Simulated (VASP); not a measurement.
# Normal strain, in-plane stress and strain energy of cubic BP under biaxial (001) strain up to ±2 % with LDA

A clamped BP membrane for a mechanical resonator needs high tension, but the tension also stores energy that can drive a crack. The brief chosen here is a (001) membrane 100 nm thick under equal biaxial tension. Its in-plane stress is to be at least 3 GPa and its stored energy at most 5 J/m², and its stress is to stay within 5 % of the linear law, so that the tension can be set from the strain alone. Both faces are free, which matches the condition of zero normal stress used in the calculation. Strains and energies are measured from the crystal relaxed with LDA, and tension counts as positive.

## Computational details

The start is a typed prototype cell. The crystal was relaxed with LDA. Equal strain is imposed in the (001) plane; the strain along the normal is adjusted until the normal stress vanishes, and the atoms are relaxed with LDA. VASP 6.6.1, plane waves with PAW, cutoff 480 eV, no spin polarisation, no spin-orbit coupling, k mesh 11×11×11, static lattice.

Notes on method and selection:

- Runs that did not converge, have known faults or may not be shown are not listed, and runs on Ansatz's PAW sets soft_1 and soft_2 are kept to separate tables.

Columns:

- strain (%): strain in the plane (tension positive).
- gap (eV): band gap on the k mesh at LDA.
- normal strain (%): strain along the normal.
- stress (GPa): in-plane stress, tension positive.
- strain energy (meV/atom): energy per atom above the relaxed crystal.

## Data

```
member  strain (%)  gap (eV)  normal strain (%)  stress (GPa)  strain energy (meV/atom)
−2 %    −2.0        0.906     0.938              −8.64         11.97
−1.5 %  −1.5        0.975     0.703              −6.37         6.69
−1 %    −1.0        1.042     0.469              −4.18         2.97
−0.5 %  −0.5        1.109     0.235              −2.05         0.75
0 %     0.0         1.176     0.000              0.00          0.00
+0.5 %  0.5         1.079     −0.233             1.98          0.67
+1 %    1.0         0.983     −0.468             3.89          2.72
+1.5 %  1.5         0.888     −0.703             5.73          6.11
+2 %    2.0         0.794     −0.940             7.51          10.80
```

Least-squares fits to the whole series, with x = strain (%); R² and errors in the fitted variable (y, or ln y where the fit is in ln y):

```
y                  members  fit                          R²    rms residual  leave-one-out rms  the same for the mean of the others
normal strain (%)  9        y = 1.1111×10⁻⁴ − 0.46907 x  1.00  9.3×10⁻⁴      0.0013             0.68
stress (GPa)       9        y = −0.2367 + 4.036 x        1.00  0.21          0.30               5.9
```

## Why the values move as they do

The normal strain is −0.469 times the in-plane strain. In a cubic crystal with zero normal stress this ratio is −2C₁₂/C₁₁, so C₁₂/C₁₁ = 0.469 / 2 = 0.2345.

The initial slope of the stress is the biaxial modulus M. The ±1 % rows give (3.89 + 4.18) / 0.02 = 403.5 GPa. With M = C₁₁ + C₁₂ − 2C₁₂²/C₁₁, the ratio M/C₁₁ is 1 + 0.2345 − 2 × 0.2345 × 0.2345 = 1.1245, so C₁₁ = 403.5 / 1.1245 = 359 GPa and C₁₂ = 0.2345 × 359 = 84 GPa. The bulk modulus is (359 + 2 × 84) / 3 = 176 GPa, and Young's modulus along [100], C₁₁ − 2C₁₂²/(C₁₁ + C₁₂), is 359 − 2 × 84 × 84 / (359 + 84) = 327 GPa. C₄₄ does not enter this deformation. The tetragonal symmetry keeps both atoms on their ideal sites, so these moduli contain no contribution from internal displacement.

The small C₁₂/C₁₁ reflects stiff bond angles. If only bond stretching cost energy, the bonds would rotate at fixed length, and the normal strain would be −2 times the in-plane strain. Resistance to bending prevents most of that rotation, so the bonds stretch by about (2 − 0.469) / 3 = 0.51 of the in-plane strain.

The stress is not quite linear. The ±1 % rows give a linear coefficient of (3.89 + 4.18) / 2 = 4.035, and the ±2 % rows give a quadratic one of (7.51 − 8.64) / 8 = −0.141. With x the strain in %, σ = 4.035 x − 0.141 x² (GPa) reproduces all nine rows to about 0.01 GPa, whereas the straight line misses by 0.21 GPa rms. The ratio of stress to strain therefore falls by a fraction 0.141 / 4.035 = 0.035 of M per 1 % of tension and rises as much under compression. This is the usual anharmonicity of a bond, which is softer when stretched than when compressed.

The strain energy per atom is close to VMε², with V the volume per atom. The mean of the ±1 % energies is (2.72 + 2.97) / 2 = 2.845 meV. With 1 meV/Å³ = 0.1602 GPa, this gives V = 2.845 × 0.1602 / (403.5 × 0.0001) = 11.3 Å³, and the ±2 % pair gives the same value.

## Members off the line

Largest departures from the fit to the whole series:

```
member  normal strain (%)  fit     computed − fit  in rms residuals
+2 %    −0.940             −0.938  −0.002          2.1
+0.5 %  −0.233             −0.234  +0.001          1.5
+1 %    −0.468             −0.469  +0.001          1.0
−1.5 %  0.703              0.704   −0.001          0.8
```

No row leaves the trend in normal strain; the largest departure, 0.002 % strain at +2 %, is too small to interpret. The straight-line fit to the stress has an intercept of −0.24 GPa although the relaxed crystal is free of stress. That intercept comes from forcing a line through a curve.

A finer mismatch appears in the energy. The work done by the in-plane stress is dE = 2V(1 + ε)(1 + εₙ)σ dε, with V the relaxed volume per atom, ε the in-plane strain and εₙ the normal strain. Integrated from −2 % to +2 %, it predicts an energy change of about −0.9 meV/atom, while the table gives 10.80 − 11.97 = −1.17 meV/atom. A constant offset of about 0.06 GPa, equal in all directions, between the computed stress and the slope of the energy would account for the difference. Its sign fits the incomplete plane-wave basis, which makes a crystal relaxed on its stress slightly too small. The offset is under 1 % of the stress at ±2 %, so the rows remain usable.

The gap falls for both signs of strain. This kink is electronic: strain splits band edges that are degenerate in the cubic crystal.

## Meeting the brief

The four compressed rows are excluded because a thin membrane would buckle, and the unstrained row carries no tension. Four tensile rows remain.

The stored energy per area is w = E t / V, with E the strain energy per atom, t = 100 nm and V = 11.3 Å³. The factor 0.1602 again converts meV/Å³ to GPa, and 1 GPa·nm = 1 J/m². For +1 %, w = 2.72 / 11.3 × 0.1602 × 100 = 3.9 J/m². The other rows give 0.67 / 11.3 × 0.1602 × 100 = 0.95 J/m² at +0.5 %, 6.11 / 11.3 × 0.1602 × 100 = 8.7 J/m² at +1.5 % and 10.80 / 11.3 × 0.1602 × 100 = 15.3 J/m² at +2 %.

The linear law is 4.035 GPa per 1 % strain, and the brief allows a fractional shortfall of 0.05. The shortfall is 1 − 1.98 / (0.5 × 4.035) = 0.019 at +0.5 %, 1 − 3.89 / 4.035 = 0.036 at +1 %, 1 − 5.73 / (1.5 × 4.035) = 0.053 at +1.5 % and 1 − 7.51 / (2 × 4.035) = 0.069 at +2 %.

The +0.5 % row fails on stress, with 1.98 GPa against the required 3 GPa. The +1.5 % and +2 % rows fail on both energy and linearity. **The pick is +1 %**, with a stress of 3.89 GPa, or a tension of 3.89 × 100 = 389 N/m along each edge.

LDA moduli of covalent crystals are commonly within about 5 % of experiment. Even with 10 % allowed, the stress stays above 3.89 × 0.9 = 3.5 GPa and the energy below 3.9 × 1.1 = 4.3 J/m², so the pick stands. The quadratic stress law and the energy formula leave room for a clamping error: strains from about 0.8 % to 1.1 % also meet the brief.

The runner-up is +1.5 %. At half the thickness its stored energy drops to 8.7 / 2 = 4.3 J/m², and it would then qualify if the linearity limit were relaxed from 5 % to 6 %. It would offer 5.73 GPa, although the thinner membrane would carry less total tension, 5.73 × 50 = 287 N/m.

The pick would be overturned by a fracture strength below 3.9 GPa. Strength depends on flaws and edges, which a perfect periodic crystal does not contain.

## Closing remarks

Up to ±2 %, the normal strain can be taken as linear. The stress follows the linear law within 4 % up to ±1 % and within about 7 % at ±2 %; one quadratic term removes nearly all of that error.

No omitted bulk effect is expected to rival the full span of the stress column, but two are comparable with its curvature. Lattice vibrations, including zero-point motion, should lower the moduli by a few percent. The LDA error is also a few percent, more often towards too stiff a crystal. For a real membrane, flaws matter more, since they can cause fracture well before the perfect crystal would fail.

[Logs are printed without paths, hosts, clocks, repeated set-up lines and the standing remarks that a program may print on its own settings, such as how far it seeks lower states.]
